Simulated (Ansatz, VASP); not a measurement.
## YSe: VASP beside Ansatz

```
CELL_PARAMETERS angstrom
0.00000 2.81631 2.81631
2.81631 0.00000 2.81631
2.81631 2.81631 0.00000
ATOMIC_POSITIONS crystal
Y 0.00000 0.00000 0.00000
Se 0.50000 0.50000 0.50000
```

Change from the starting cell: volume scaled by 0.94, PAW files.

Alike in both runs: task electric field gradients; functional LDA; k mesh 7 × 7 × 7; occupations fermi-dirac, width 0.03 eV; no spin polarisation.

|  | VASP | Ansatz |
| --- | --- | --- |
| version | VASP 6.6.1 | Ansatz 0.2.0 |
| potentials or method | VASP PAW LDA potentials, release 64 (Y_sv, Se) | PAW with Ansatz's default frozen-core files, scalar-relativistic |
| plane-wave cutoff (eV) | 520 | 420 |
| valence electrons in the cell | 17 | 27 |

Ansatz gave:

```
pressure (GPa)                                                 : 0.5
Vzz of the field gradient on the site that differs most (V/Å²) : 0.0
```

Q: Which values does VASP return?

A: Pressure (GPa): 0.7; Vzz of the field gradient on the site that differs most (V/Å²): 0.0.

The two sets of potentials don't hold the same shells in valence. Ansatz warned: «gradients_without_spin_orbit».
